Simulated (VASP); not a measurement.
Given:

```
SrTiO3
1.0
    3.96816     0.00000     0.00000
    0.00000     3.96816     0.00000
    0.00000     0.00000     3.96816
Sr Ti O
1 1 3
Direct
  0.00000   0.00000   0.00000
  0.50000   0.50000   0.50000
  0.50000   0.00000   0.50000
  0.00000   0.50000   0.50000
  0.50000   0.50000   0.00000
```

Calculation: revPBE GGA, VASP's PBE PAW potentials (set 64) (plane waves; VASP 6.6.1). Numerical set-up: 520 eV cut-off, 6×6×6 Γ-centred mesh, tetrahedra with Blöchl corrections, potentials Sr_sv Ti_sv O.

Q: What does the run give for the energy per atom (σ→0), band gap (on the k-mesh) with the smallest direct gap where there is one?

A: 
```
Item                                          Value
-----------------------------------  --------------
band gap (on the k-mesh)                    1.79 eV
smallest direct gap (on the k-mesh)         2.17 eV
energy per atom (σ→0)                -7.676 eV/atom
```

The absolute energy has meaning only against runs of the same code, potentials and settings.

The compound is SrTiO3 in the cubic perovskite structure, the ideal cubic form; the compound distorts at low or room temperature. It was relaxed first.
